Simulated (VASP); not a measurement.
Method: PBE GGA, VASP's PBE PAW potentials (set 64) (plane waves; VASP).

The input files of a VASP run:

POSCAR:
```
NaI
1
    0.0000000000     3.2350000000     3.2350000000
    3.2350000000     0.0000000000     3.2350000000
    3.2350000000     3.2350000000     0.0000000000
Na I
1 1
Direct
  0.0000000000   0.0000000000   0.0000000000
  0.5000000000   0.5000000000   0.5000000000
```

KPOINTS:
```
Automatic mesh
0
Gamma
7 7 7
0 0 0
```

### INCAR
```
# general
SYSTEM  = NaI
PREC    = Accurate
ENCUT   = 400   # plane-wave cut-off (eV)
LREAL   = .FALSE.   # projection in real space or not
LASPH   = .TRUE.   # aspherical one-centre terms

# electronic loop
EDIFF   = 1E-6
NELM    = 100   # most electronic steps
ALGO    = Normal   # blocked Davidson
LMAXMIX = 4

# smearing
ISMEAR  = 0   # Gaussian
SIGMA   = 0.05   # width (eV)

# functional
GGA     = PE   # PBE

# ions
IBRION  = 2
NSW     = 60   # most ionic steps
ISIF    = 3
EDIFFG  = -0.01   # ionic stop

# output
LWAVE   = .FALSE.
LCHARG  = .FALSE.
```

POTCAR, in this order: Na_pv I (PBE.64 set). Program: vasp_std.

The run wrote:

**OSZICAR**
```
       N       E                     dE             d eps       ncg     rms          rms(c)
DAV:   1     0.730164517496E+02    0.73016E+02   -0.59961E+03   440   0.930E+02
DAV:   2     0.606828034677E+00   -0.72410E+02   -0.68124E+02   448   0.219E+02
DAV:   3    -0.528752877408E+01   -0.58944E+01   -0.58587E+01   541   0.668E+01
DAV:   4    -0.544785370833E+01   -0.16032E+00   -0.16020E+00   541   0.117E+01
DAV:   5    -0.545227557444E+01   -0.44219E-02   -0.44216E-02   517   0.190E+00    0.165E+00
DAV:   6    -0.539134551957E+01    0.60930E-01   -0.86176E-02   494   0.195E+00    0.113E+00
DAV:   7    -0.538255978368E+01    0.87857E-02   -0.73084E-02   512   0.166E+00    0.589E-01
DAV:   8    -0.538460107631E+01   -0.20413E-02   -0.51979E-03   470   0.698E-01    0.156E-01
DAV:   9    -0.538457026283E+01    0.30813E-04   -0.14515E-04   503   0.132E-01    0.434E-02
DAV:  10    -0.538458638659E+01   -0.16124E-04   -0.39251E-05   491   0.771E-02    0.644E-03
DAV:  11    -0.538458717080E+01   -0.78421E-06   -0.41776E-06   485   0.232E-02
   1 F= -.53845872E+01 E0= -.53845872E+01  d E =-.538459E+01
       N       E                     dE             d eps       ncg     rms          rms(c)
DAV:   1    -0.539480099443E+01   -0.10215E-01   -0.20779E-01   500   0.684E+00    0.571E-01
DAV:   2    -0.538786756480E+01    0.69334E-02   -0.90849E-03   494   0.116E+00    0.275E-01
DAV:   3    -0.538588496284E+01    0.19826E-02   -0.49978E-03   497   0.761E-01    0.123E-01
DAV:   4    -0.538585863884E+01    0.26324E-04   -0.66493E-05   496   0.821E-02    0.124E-01
DAV:   5    -0.538579964011E+01    0.58999E-04   -0.68594E-06   476   0.267E-02    0.343E-02
DAV:   6    -0.538577859369E+01    0.21046E-04   -0.26228E-05   503   0.680E-02    0.541E-02
DAV:   7    -0.538578367404E+01   -0.50803E-05   -0.88401E-07   428   0.663E-03    0.115E-01
DAV:   8    -0.538577643152E+01    0.72425E-05   -0.13769E-06   449   0.875E-03    0.144E-02
DAV:   9    -0.538577549896E+01    0.93256E-06   -0.10075E-07   238   0.275E-03
   2 F= -.53857755E+01 E0= -.53857755E+01  d E =-.118833E-02
       N       E                     dE             d eps       ncg     rms          rms(c)
DAV:   1    -0.539213302798E+01   -0.63566E-02   -0.13816E-01   497   0.555E+00    0.466E-01
DAV:   2    -0.538751162534E+01    0.46214E-02   -0.60793E-03   491   0.948E-01    0.224E-01
DAV:   3    -0.538619135548E+01    0.13203E-02   -0.33303E-03   494   0.618E-01    0.100E-01
DAV:   4    -0.538617283366E+01    0.18522E-04   -0.44240E-05   479   0.669E-02    0.101E-01
DAV:   5    -0.538613247695E+01    0.40357E-04   -0.47759E-06   476   0.223E-02    0.267E-02
DAV:   6    -0.538611852421E+01    0.13953E-04   -0.16853E-05   497   0.540E-02    0.425E-02
DAV:   7    -0.538612228952E+01   -0.37653E-05   -0.50864E-07   240   0.527E-03    0.907E-02
DAV:   8    -0.538611658187E+01    0.57076E-05   -0.95897E-07   374   0.785E-03    0.495E-03
DAV:   9    -0.538611610109E+01    0.48078E-06   -0.87180E-08   226   0.235E-03
   3 F= -.53861161E+01 E0= -.53861161E+01  d E =-.152893E-02
```

File OUTCAR:
```
------------------------ aborting loop because EDIFF is reached ----------------------------------------
  FORCE on cell =-STRESS in cart. coord.  units (eV):
  Direction    XX          YY          ZZ          XY          YZ          ZX
  --------------------------------------------------------------------------------------
  Total        0.0076972      0.0076972      0.0076972      0.0000000      0.0000000     -0.0000000
  in kB        0.1785252      0.1785252      0.1785252      0.0000000      0.0000000     -0.0000000
  external PRESSURE =       0.1785252 kB  Pullay stress =       0.0000000 kB
  volume of cell :       69.08
      direct lattice vectors                 reciprocal lattice vectors
    -0.000000000  3.256647474  3.256647474    -0.153532123  0.153532123  0.153532123
     3.256647474  0.000000000  3.256647474     0.153532123 -0.153532123  0.153532123
     3.256647474  3.256647474  0.000000000     0.153532123  0.153532123 -0.153532123
  FREE ENERGIE OF THE ION-ELECTRON SYSTEM (eV)
  ---------------------------------------------------
  free  energy   TOTEN  =        -5.3861161011 eV

  energy  without entropy=       -5.3861161011  energy(sigma->0) =       -5.38611610

 reached required accuracy - stopping structural energy minimisation
```
(Selected blocks of OUTCAR.)

File CONTCAR:
```
NaI
   1.00000000000000
    -0.0000000000000000    3.2566474737525284    3.2566474737525284
     3.2566474737525284    0.0000000000000000    3.2566474737525284
     3.2566474737525284    3.2566474737525284    0.0000000000000000
  Na              I
     1     1
Direct
     0.0000000000000000    0.0000000000000000    0.0000000000000000
     0.5000000000000000    0.5000000000000000    0.5000000000000000
```

Energy and stress use the plane-wave basis of the starting cell.

The compound is NaI in the rock salt structure. This run relaxes it. Symmetry was kept, so distortions that lower it aren't found.
